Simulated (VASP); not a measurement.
A VASP calculation is set up with these files.

KPOINTS:
```
Automatic mesh
0
G
 6 6 3
0 0 0
```

File POSCAR:
```
MgS
1
    4.0262600117     0.0000000000     0.0000000000
   -2.0131300058     3.4868430403     0.0000000000
    0.0000000000     0.0000000000     6.4035091489
Mg S
2 2
Direct
  0.6666670000   0.3333330000   0.4960862349
  0.3333330000   0.6666670000   0.9960862349
  0.3333330000   0.6666670000   0.3789037651
  0.6666670000   0.3333330000   0.8789037651
```

### INCAR
```
# general
SYSTEM = MgS
PREC   = Accurate
ENCUT  = 400
LREAL  = .False.
LASPH  = .True.

# electronic loop
EDIFF  = 1E-6   # SCF stop (eV)
NELM   = 100   # most electronic steps
ALGO   = Normal   # blocked Davidson

# smearing
ISMEAR = 0
SIGMA  = 0.05   # width (eV)

# functional
GGA    = PS   # PBEsol

# ions
IBRION = 2   # conjugate gradients
NSW    = 60   # most ionic steps
ISIF   = 3
EDIFFG = -0.02   # ionic stop

# output
LWAVE  = .False.
LCHARG = .False.
```

POTCAR, in this order: Mg S (PBE.64 set). Program: vasp_std.

Write an equivalent input for Ansatz.

One equivalent input (not run):
Ansatz 0.2 input:
```yaml
crystal:
  lattice:
    - [4.0262600, 0.0000000, 0.0000000]
    - [-2.0131300, 3.4868430, 0.0000000]
    - [0.0000000, 0.0000000, 6.4035091]
  atoms:
    - { symbol: Mg, position: [0.6666670, 0.3333330, 0.4960862] }
    - { symbol: Mg, position: [0.3333330, 0.6666670, 0.9960862] }
    - { symbol: S, position: [0.3333330, 0.6666670, 0.3789038] }
    - { symbol: S, position: [0.6666670, 0.3333330, 0.8789038] }
kpoints:
  mp_grid: { grid: [6, 6, 3] }
hamiltonian:
  xc: pbesol
  pseudopotentials: { kind: paw }
scf:
  occupations: { method: gaussian, width: 0.05 }
  max_iter: 100
relax:
  max_steps: 60
  f_tol: 0.02
  cell: {}
output: { forces: true, stress: true, eigenvalues: true }
```
What does not carry over: each code has its own PAW files, so the cut-off isn't converted (ENCUT is set for VASP's; basis.ecutwfc is left out, and Ansatz then takes the one that its files recommend); Ansatz stops its SCF on the density residual and VASP on the energy change (EDIFF).

The structure comes from a computed database's MgS entry (P6_3mc); how it stands against other phases isn't given here. This run relaxes it. Symmetry was kept, so distortions that lower it aren't found. The start is the result of an earlier pass.
